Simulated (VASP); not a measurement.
# B2Ir2Rh (I4/mmm) in VASP: single point with r2SCAN

Aim: the single point of B2Ir2Rh with r2SCAN.

Everything below comes from runs of VASP 6.6.1. Logs are shortened: lines on timing, memory, paths and dates and some standing lists are left out, and cuts for length are marked.

### 1 The structure

Symmetry: I4/mmm, No. 139, tetragonal system. Conventional cell: a = 2.814 Å, b = 2.814 Å, c = 14.233 Å, α = 90.00°, β = 90.00°, γ = 90.00°. Ir (site symmetry 4mm) is surrounded by 4 B at 2.13 Å. Around B (site symmetry -4m2) lie 4 B at 1.99 Å and 4 Ir at 2.13 Å. Around Rh (site symmetry 4/mmm) lie 8 Ir at 2.80 Å and 4 Rh at 2.81 Å.

The cell was built by a generator and needn't be a form met in nature.

### 2 Single point, r2SCAN

POSCAR reads:

```
B2Ir2Rh
1.0
    0.0000000000      2.8142456667     -0.0000001134
    2.8142456667      0.0000000000     -0.0000001134
    1.4071225466      1.4071225466     -7.1164618241
Ir B Rh
2 2 1
Direct
    0.3620155182      0.3620155182      0.2759689636
    0.6379844818      0.6379844818      0.7240310364
    0.7500000000      0.2500000000      0.5000000000
    0.2500000000      0.7500000000      0.5000000000
    0.0000000000      0.0000000000      0.0000000000
```

INCAR.step1 reads:

```
SYSTEM = B2Ir2Rh
PREC = Accurate
ENCUT = 520
ISMEAR = 1
SIGMA = 0.1901
LREAL = .False.
LASPH = .True.
NELM = 100
NBANDS = 28
GGA = PE
ALGO = Normal
EDIFF = 1E-4
LWAVE = .True.
LCHARG = .False.
```

INCAR.step2 reads:

```
SYSTEM = B2Ir2Rh
PREC = Accurate
ENCUT = 520
EDIFF = 1E-6
ISMEAR = 1
SIGMA = 0.1901
LREAL = .False.
LASPH = .True.
NELM = 100
ALGO = Normal
ISIF = 2
LWAVE = .False.
LCHARG = .False.
METAGGA = R2SCAN
LMIXTAU = .True.
NBANDS = 28
ISTART = 1
```

KPOINTS reads:

```
regular mesh
0
Gamma
  7 7 7
  0 0 0
```

Potentials or basis: VASP PAW PBE potentials, release 64 (Ir, B, Rh_pv).

Launch:

```bash
cat potpaw_PBE.64/Ir/POTCAR potpaw_PBE.64/B/POTCAR potpaw_PBE.64/Rh_pv/POTCAR > POTCAR
cp INCAR.step1 INCAR
mpirun -np 1 vasp_std > vasp.out
cp INCAR.step2 INCAR
mpirun -np 1 vasp_std > vasp.out
```

OUTCAR:

```text
SYSTEM = B2Ir2Rh
   PREC = Accurate
   ENCUT = 520
   EDIFF = 1E-6
   ISMEAR = 1
   LREAL = .False.
   LASPH = .True.
   NELM = 100
   ISIF = 2
   METAGGA = R2SCAN
   ISTART = 1

 ion  position               nearest neighbor table
   1  0.362  0.362  0.276-   4 2.13   3 2.13   3 2.13   4 2.13   5 2.80   5 2.80   5 2.80   5 2.80

   2  0.638  0.638  0.724-   4 2.13   3 2.13   3 2.13   4 2.13   5 2.80   5 2.80   5 2.80   5 2.80

   3  0.750  0.250  0.500-   4 1.99   4 1.99   4 1.99   4 1.99   2 2.13   1 2.13   2 2.13   1 2.13

   4  0.250  0.750  0.500-   3 1.99   3 1.99   3 1.99   3 1.99   1 2.13   2 2.13   2 2.13   1 2.13

   5  0.000  0.000  0.000-   2 2.80   1 2.80   2 2.80   1 2.80   1 2.80   2 2.80   2 2.80   1 2.80

  LATTYP: Found a body centered tetragonal cell.
 ALAT       =     2.8142456667
 C/A-ratio  =     5.0574559250

  Lattice vectors:

 A1 = (  -1.4071225466,   1.4071231201,   7.1164617107)
 A2 = (   1.4071231201,  -1.4071225466,   7.1164617107)
 A3 = (   1.4071225466,   1.4071225466,  -7.1164618241)

Analysis of symmetry for initial positions (statically):
=====================================================================
 Subroutine PRICEL returns:
 Original cell was already a primitive cell.

 Routine SETGRP: Setting up the symmetry group for a
 body centered tetragonal supercell.

 Subroutine GETGRP returns: Found 16 space group operations
 (whereof 16 operations were pure point group operations)
 out of a pool of 16 trial point group operations.

The static configuration has the point symmetry D_4h.

Analysis of symmetry for dynamics (positions and initial velocities):
=====================================================================
 Subroutine PRICEL returns:
 Original cell was already a primitive cell.

 Routine SETGRP: Setting up the symmetry group for a
 body centered tetragonal supercell.

 Subroutine GETGRP returns: Found 16 space group operations
 (whereof 16 operations were pure point group operations)
 out of a pool of 16 trial point group operations.

The dynamic configuration has the point symmetry D_4h.

 Subroutine INISYM returns: Found 16 space group operations
 (whereof 16 operations are pure point group operations),
 and found     1 'primitive' translations

----------------------------------------------------------------------------------------

                                     Primitive cell

  volume of cell :      56.3622

  direct lattice vectors                    reciprocal lattice vectors
     0.000000000  2.814245667 -0.000000113     0.000000003  0.355335009  0.070259620
     2.814245667  0.000000000 -0.000000113     0.355335009  0.000000003  0.070259620
     1.407122547  1.407122547 -7.116461824    -0.000000006 -0.000000006 -0.140519269

  length of vectors
     2.814245667  2.814245667  7.389453066     0.362214553  0.362214553  0.140519269

  position of ions in fractional coordinates (direct lattice)
     0.362015518  0.362015518  0.275968964
     0.637984482  0.637984482  0.724031036
     0.750000000  0.250000000  0.500000000
     0.250000000  0.750000000  0.500000000
     0.000000000  0.000000000  0.000000000

  ion indices of the primitive-cell ions
   primitive index   ion index
                 1           1
                 2           2
                 3           3
                 4           4
                 5           5

----------------------------------------------------------------------------------------

 KPOINTS: regular mesh

Automatic generation of k-mesh.
 Grid dimensions read from file:
 generate k-points for:    7    7    7

 Generating k-lattice:

  Cartesian coordinates                     Fractional coordinates (reciprocal lattice)
     0.000000000  0.050762144  0.010037089     0.142857143  0.000000000 -0.000000000
     0.050762144  0.000000000  0.010037089     0.000000000  0.142857143 -0.000000000
    -0.000000001 -0.000000001 -0.020074181     0.000000000  0.000000000  0.142857143

  Length of vectors
     0.051744936  0.051744936  0.020074181

  Shift w.r.t. Gamma in fractional coordinates (k-lattice)
     0.000000000  0.000000000  0.000000000

 Subroutine IBZKPT returns following result:
 ===========================================

 Found     40 irreducible k-points:

 Following reciprocal coordinates:
            Coordinates               Weight
  0.000000  0.000000  0.000000      1.000000
  0.142857  0.000000  0.000000      8.000000
  0.285714  0.000000 -0.000000      8.000000
  0.428571  0.000000  0.000000      8.000000
  0.142857  0.142857 -0.000000      8.000000
  0.285714  0.142857 -0.000000     16.000000
[... 16 lines left out ...]
  0.285714  0.285714  0.142857      8.000000
  0.428571  0.285714  0.142857     16.000000
 [... further k-points ...]
   k-points           NKPTS =     40   k-points in BZ     NKDIM =     40   number of bands    NBANDS=     28
   number of dos      NEDOS =    301   number of ions     NIONS =      5
   total plane-waves  NPLWV =  32256
   dimension x,y,z NGX =    24 NGY =   24 NGZ =   56
   dimension x,y,z NGXF=    48 NGYF=   48 NGZF=  112
   ions per type =               2   2   1
   NGX,Y,Z   is equivalent  to a cutoff of  14.18, 14.18, 12.60 a.u.
   NGXF,Y,Z  is equivalent  to a cutoff of  28.36, 28.36, 25.20 a.u.
 SYSTEM =  B2Ir2Rh
   PREC   = accura    normal or accurate (medium, high low for compatibility)
   ISTART =      1    job   : 0-new  1-cont  2-samecut
   ICHARG =      0    charge: 1-file 2-atom 10-const
   ISPIN  =      1    spin polarized calculation?
   LNONCOLLINEAR =      F non collinear calculations
   LSORBIT =      F    spin-orbit coupling
   LASPH  =      T    aspherical Exc in radial PAW
   ENCUT  =  520.0 eV  38.22 Ry    6.18 a.u.   5.23  5.23 13.74*2*pi/ulx,y,z
   NELM   =    100;   NELMIN=  2; NELMDL=  0     # of ELM steps
   EDIFF  = 0.1E-05   stopping-criterion for ELM
   LREAL  =      F    real-space projection
   EDIFFG = 0.1E-04   stopping-criterion for IOM
   NSW    =      0    number of steps for IOM
   IBRION =     -1    ionic relax: 0-MD 1-quasi-New 2-CG
   NFREE  =      0    steps in history (QN), initial steepest desc. (CG)
   ISIF   =      2    stress and relaxation
   ISYM   =      2    0-nonsym 1-usesym 2-fastsym
   POTIM  = 0.5000    time-step for ionic-motion
   TEBEG  =    0.0;   TEEND  =   0.0 temperature during run
   PSTRESS=    0.0 pullay stress
   NELECT =      39.0000    total number of electrons
   NUPDOWN=      -1.0000    fix difference up-down
   EMIN   =  10.00;   EMAX   =-10.00  energy-range for DOS
   EFERMI =   0.00;   METHOD = LEGACY
   ISMEAR =     1;   SIGMA  =   0.19  broadening in eV -4-tet -1-fermi 0-gaus
   EFERMI_NEDOS =   21; number of points for ismear=-14 and -15
   IALGO  =     38    algorithm
   IMIX   =      4    mixing-type and parameters
     AMIX     =   0.40;   BMIX     =  1.00
     AMIX_MAG =   1.60;   BMIX_MAG =  1.00
  volume/ion in A,a.u.               =      11.27        76.07
  Fermi-wavevector in a.u.,A,eV,Ry     =   1.447995  2.736313 28.527183  2.096689
  Thomas-Fermi vector in A             =   2.565886
   LORBIT       =      0    0 simple, 1 ext, 2 COOP (PROOUT), +10 PAW based schemes
   METAGGA = R2SCAN    functional components
   LHFCALC =     F    Hartree Fock is set to
   AEXX    =    0.0000 exact exchange contribution
   IVDW    =     0    specifies the selected vdW correction
   LEPSILON=     F    determine dielectric tensor
   LRPA    =     F    only Hartree local field effects (RPA)
 non-spin polarized calculation
 Methfessel and Paxton  Order N= 1 SIGMA  =   0.19
  energy-cutoff  :      520.00
  volume of cell :       56.36
 maximum number of plane-waves:      1534
 NGX is ok and might be reduce to    24
   NGX = 11   NGY = 11   NGZ = 27

 number of electron      39.0000006 magnetization

 Free energy of the ion-electron system (eV)
  ---------------------------------------------------
  ext. energy  EPLUGINS =         0.00000000
  ---------------------------------------------------
  free energy    TOTEN  =      -144.28340776 eV

  energy without entropy =     -144.29091772  energy(sigma->0) =     -144.28591108

 E-fermi :   9.6943     XC(G=0): -14.5783

 val. band max:        9.6580838717   @ k =   0.2857  -0.0000   0.1429
 cond. band min:       9.7560314425   @ k =   0.0000   0.0000   0.0000
 fundamental gap:      0.0979475708
 Fermi energy:         9.6943125774

 k-point     1 :       0.0000    0.0000    0.0000
  band No.  band energies     occupation
      1     -37.9593      2.00000
      2     -37.8996      2.00000
      3     -37.8996      2.00000
      4      -5.4439      2.00000
      5       0.4150      2.00000
      6       2.5716      2.00000
[... 20 lines left out ...]
     27      20.0551      0.00000
     28      20.2035      0.00000

 k-point     2 :       0.1429    0.0000    0.0000
  band No.  band energies     occupation
      1     -37.9542      2.00000
      2     -37.9502      2.00000
      3     -37.8954      2.00000
      4      -5.1244      2.00000
      5       0.8050      2.00000
      6       2.5836      2.00000
[... 20 lines left out ...]
     27      19.8282      0.00000
     28      20.7114      0.00000

 k-point     3 :       0.2857    0.0000   -0.0000
  band No.  band energies     occupation
      1     -38.0629      2.00000
      2     -37.9425      2.00000
      3     -37.8860      2.00000
      4      -4.2341      2.00000
      5       0.7051      2.00000
      6       1.6442      2.00000
[... 20 lines left out ...]
     27      18.2503      0.00000
     28      19.0513      0.00000

 k-point     4 :       0.4286    0.0000    0.0000
  band No.  band energies     occupation
      1     -38.1521      2.00000
      2     -37.9332      2.00000
      3     -37.8785      2.00000
      4      -2.9051      2.00000
      5      -1.2320      2.00000
      6       2.3242      2.00000
[... 578 lines left out ...]
     27      20.1702      0.00000
     28      20.7633      0.00000

 k-point    23 :       0.2857    0.2857    0.1429
  band No.  band energies     occupation
      1     -38.0486      2.00000
      2     -38.0449      2.00000
      3     -37.9263      2.00000
      4      -3.1117      2.00000
      5       1.4468      2.00000
      6       1.7447      2.00000
[... 20 lines left out ...]
     27      19.3125      0.00000
     28      20.9573      0.00000

 k-point    24 :       0.4286    0.2857    0.1429
  band No.  band energies     occupation
      1     -38.1346      2.00000
      2     -38.0378      2.00000
      3     -37.9173      2.00000
      4      -1.8436      2.00000
      5      -0.2381      2.00000
      6       2.4771      2.00000
[... 20 lines left out ...]
     27      18.3914      0.00000
     28      20.2634      0.00000

 [... further k-points ...]
[... 5 lines left out ...]
  --------------------------------------------------------------------------------------
  -------------------------------------------------------------------------------------
  Total        0.6658052      0.6658052      0.9368530      0.0000000      0.0000000      0.0000000
  in kB       18.9264700     18.9264700     26.6313929      0.0000000      0.0000003      0.0000003
  external PRESSURE =      21.4947776 kB  Pullay stress =       0.0000000 kB

 VOLUME and BASIS-vectors are now :
 -----------------------------------------------------------------------------
  energy-cutoff  :      520.00
  volume of cell :       56.36
      direct lattice vectors                 reciprocal lattice vectors
     0.000000000  2.814245667 -0.000000113     0.000000003  0.355335009  0.070259620
     2.814245667  0.000000000 -0.000000113     0.355335009  0.000000003  0.070259620
     1.407122547  1.407122547 -7.116461824    -0.000000006 -0.000000006 -0.140519269

 POSITION                                       TOTAL-FORCE (eV/Angst)
 -----------------------------------------------------------------------------------
      1.40712      1.40712     -1.96392         0.000000      0.000000      0.170720
      2.81425      2.81425     -5.15254        -0.000000     -0.000000     -0.170720
      1.40712      2.81425     -3.55823        -0.000000     -0.000000      0.000000
      2.81425      1.40712     -3.55823         0.000000      0.000000     -0.000000
      0.00000      0.00000      0.00000        -0.000000     -0.000000      0.000000
 -----------------------------------------------------------------------------------
    total drift:                               -0.000000      0.000000      0.000000

  FREE ENERGIE OF THE ION-ELECTRON SYSTEM (eV)
  ---------------------------------------------------
  free  energy   TOTEN  =      -144.2834077643 eV

  energy  without entropy=     -144.2909177208  energy(sigma->0) =     -144.28591108
```

It took 1.9 min on 1 thread of Intel Xeon Platinum 8488C (Sapphire Rapids), shared host; peak memory 0.22 GiB.

What came out:

```yaml
Free_energy: -144.2834 eV
Pressure: 2.1 GPa
Largest_force: 0.171 eV/Å
Band_gap_on_the_k_mesh: none (metal or under the smearing width)
```

Forces in eV/Å, atoms in the order of the input:
```
Ir   0.000  0.000  0.171
Ir   0.000  0.000 -0.171
B    0.000  0.000  0.000
B    0.000  0.000  0.000
Rh   0.000  0.000  0.000
```

Caveat: the PAW data sets were made with another functional, which shifts forces and pressure a little. Spin-orbit coupling is left out, which matters for the levels of Ir.
